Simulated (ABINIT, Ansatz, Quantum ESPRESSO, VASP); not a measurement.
**One structure in several programs: CaCd₂As₂ (P-3m1, 5 atoms in the cell)**

Self-consistent single point.

```
CELL_PARAMETERS angstrom
      4.41388     0.00000     0.00000
     -2.20694     3.82253     0.00000
      0.00000     0.00000     7.20606
ATOMIC_POSITIONS crystal
  Ca 0.00000 0.00000 0.00000
  Cd 0.33333 0.66667 0.63325
  Cd 0.66667 0.33333 0.36675
  As 0.33333 0.66667 0.23766
  As 0.66667 0.33333 0.76234
```

Shared settings, as Ansatz (a program for electronic structure) writes them: kpoints.mp_grid.grid = 2 2 1; scf.occupations.method = fermi_dirac; scf.occupations.width = 0.05 eV. Potentials and cutoffs stand in the table.

```csv
code,model,pressure (GPa),largest force (eV/Å),cutoff
VASP,"LDA (PZ), VASP's LDA PAW potentials (set 64)",-2.14,1.184,300 eV
Ansatz,"LDA (PW92), PAW files made with PBE",-2.42,1.146,default
Quantum ESPRESSO,"LDA (PZ), GBRV 1.5 ultrasoft (LDA) pseudopotentials",-2.16,1.205,40 Ry
ABINIT,"LDA (PW92), PAW (JTH v2.0 LDA PAW)",-2.39,1.152,544 eV
```

Size of the force on each atom (eV/Å): Sizes of forces hide their directions.

```tsv
code	Ca1	Cd2	Cd3	As4	As5
VASP	0.000	0.015	0.015	1.184	1.184
Ansatz	0.000	0.007	0.007	1.146	1.146
Quantum ESPRESSO	0.000	0.009	0.009	1.205	1.205
ABINIT	0.000	0.008	0.008	1.152	1.152
```

No clean gap comes from VASP: levels at the Fermi energy touch, overlap or are partly filled at this smearing.

The spread over the programs that give each value: pressure within 0.28 GPa; largest force within 0.059 eV/Å.

Ansatz's pressure is given at a fixed set of plane waves, as the other plane-wave codes print theirs. The same LDA comes in different parametrisations, which differ slightly.

On the base mesh (7 7 4) the same programs gave: Ansatz pressure -4.09 GPa; Quantum ESPRESSO pressure -3.95 GPa; ABINIT pressure -4.12 GPa; VASP pressure -3.76 GPa.

The values differ from the base mesh's, so the mesh still matters here: the table compares the programs at equal settings.

VASP's run is marked for a possible Pulay error in its stress at this cutoff; no cutoff test was made.

The starting cell comes from a database of computed structures (which also holds hypothetical and non-ambient phases and stackings), without a prior relaxation at this level.

Left out of this page: GPAW and SIESTA (not drawn, or without a comparable value); CP2K (on another mesh); FLEUR (with a known weakness of the program).

Keys are those of Ansatz 0.2.
